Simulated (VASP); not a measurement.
Data:

```xyz
5
Lattice="3.8589 0.0000 0.0000 0.0000 3.8589 0.0000 0.0000 0.0000 3.8589" Properties=species:S:1:pos:R:3 pbc="T T T"
Sr     0.0000     0.0000     0.0000
Ti     1.9294     1.9294     1.9294
O      1.9294     0.0000     1.9294
O      0.0000     1.9294     1.9294
O      1.9294     1.9294     0.0000
```

These are PW91 GGA, VASP's PBE PAW potentials (set 64) (plane waves; VASP) values and carry that method's errors. Numerical set-up: 520 eV cut-off, 6×6×6 Γ-centred mesh, Gaussian smearing of 0.050 eV, potentials Sr_sv Ti_sv O.

Task: Predict the energy per atom (σ→0), pressure, band gap (on the k-mesh) with the smallest direct gap where there is one.

Result: 
* **band gap (on the k-mesh)**: 1.91 eV
* **smallest direct gap (on the k-mesh)**: 2.24 eV
* **energy per atom (σ→0)**: -8.054 eV/atom
* **pressure**: 11.90 GPa

Total energies compare only between runs with the same potentials, cut-off and functional.

The compound is SrTiO3 in the cubic perovskite structure, the ideal cubic form; the compound distorts at low or room temperature. This cell is one point of a volume scan, at 0.94 of the reference volume.
